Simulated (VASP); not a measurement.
Data:

```
CELL_PARAMETERS angstrom
      2.80925     0.00000     0.00000
      0.00000     2.80925     0.00000
      0.00000     0.00000     2.80925
ATOMIC_POSITIONS crystal
  Zr 0.00000 0.00000 0.00000
  N  0.50000 0.50000 0.50000
```

Method: PBEsol GGA, VASP's PBE PAW potentials (set 64) (plane waves; VASP). Numerical set-up: 520 eV cut-off, Gaussian smearing of 0.050 eV, potentials Zr_sv N.

Q: Give the energies of bands 6 to 11 at the high-symmetry points, in eV from the Fermi level.

A: 
```
band      Γ      X      M      R
----  -----  -----  -----  -----
6     -2.51  -6.69  -3.44  -6.70
7     -2.51  -2.50  -3.44  -6.70
8     -0.73  -2.50  -0.81  -6.70
9     -0.73  -1.34  -0.32   7.59
10    -0.73   5.58   2.49   7.59
11     5.73   6.26   2.73   7.59
```

It has no gap at this level: it comes out as a metal or semimetal.

The structure was generated: ZrN was put into the CsCl type type (Pm-3m), which need not be its known phase. It was relaxed first, which changed the volume by -32 %. The electron count is odd and the run is not spin-polarised, which forces a metal.
